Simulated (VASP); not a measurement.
Input:

```
Hf
1.0
    1.59962    -2.77062     0.00000
    1.59962     2.77062     0.00000
    0.00000     0.00000     5.05953
Hf
2
Cartesian
  1.59962   0.92354   1.26488
  1.59962  -0.92354   3.79465
```

The numbers are results of PW91 GGA, VASP's PBE PAW potentials (set 64) (plane waves; VASP 6.6.1), not measurements. Run with 520 eV cut-off, Gaussian smearing of 0.050 eV, potentials Hf_pv.

Task: Give the energies of bands 7 to 13 at the high-symmetry points, in eV from the Fermi level.

Result: 
```
band      Γ      M      K      A      L      H
----  -----  -----  -----  -----  -----  -----
7     -7.34  -3.35  -2.16  -5.37  -3.41  -1.79
8     -3.71  -2.76  -1.80  -5.37  -3.41  -1.79
9      0.69  -2.25  -1.80   0.12  -1.02  -1.46
10     1.13  -0.78  -1.43   0.12  -1.02  -1.46
11     1.13   0.74   0.34   1.02   1.20  -0.20
12     1.41   0.85   0.34   1.02   1.20  -0.20
13     1.95   1.65   2.02   1.02   2.59   2.47
```

It has no gap at this level: it comes out as a metal or semimetal.

The compound is Hf in the hcp structure. It was relaxed first.
